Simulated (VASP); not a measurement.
## FCClBr2: single point with PBE0

FCClBr2, in a box:

```
CELL_PARAMETERS angstrom
12.00000 0.00000 0.00000
0.00000 12.00000 0.00000
0.00000 0.00000 12.00000
ATOMIC_POSITIONS crystal
F 0.59120 0.40460 0.52646
C 0.49581 0.45802 0.50772
Cl 0.41097 0.44597 0.62596
Br 0.42442 0.39056 0.37970
Br 0.52968 0.61294 0.47792
```

```yaml
Program: VASP 6.6.1
Task: single point
Functional: PBE0
Potentials_or_basis: VASP PAW PBE potentials, release 64 (F_s, C_s, Cl, Br)
Cutoff: 400 eV
k_mesh: 1 × 1 × 1
Occupations: gaussian, width 0.01 eV
Spin: no spin polarisation
Grid_for_exact_exchange_PRECFOCK: Normal
Exchange_at_q_=_0: truncated
Further_INCAR_settings: ALGO = Normal; EDIFF = 1e-07; NBANDS = 24
```

```json
{
  "Largest force": "1.826 eV/Å",
  "Gap between the frontier levels": "6.39 eV"
}
```

Forces on the atoms (eV/Å):
```
F    1.519 -0.851  0.293
C   -1.601  0.853 -0.207
Cl   0.079  0.014 -0.121
Br   0.017  0.022  0.031
Br  -0.014 -0.038  0.004
```

Levels at points of the mesh, in eV from the valence-band top:
```
           k point  band 12  band 13  band 14  band 15  band 16  band 17  band 18  band 19  band 20  band 21
(0.00, 0.00, 0.00)    -1.35    -1.09    -0.57    -0.31     0.00     6.39     7.71     8.08     8.35     9.15
```

It took 4.9 min on 1 thread of Intel(R) Xeon(R) Platinum 8559C (Emerald Rapids) (shared host), peak memory 1.1 GiB.

Caveat: the PAW data sets were made with another functional, which shifts forces and pressure a little.
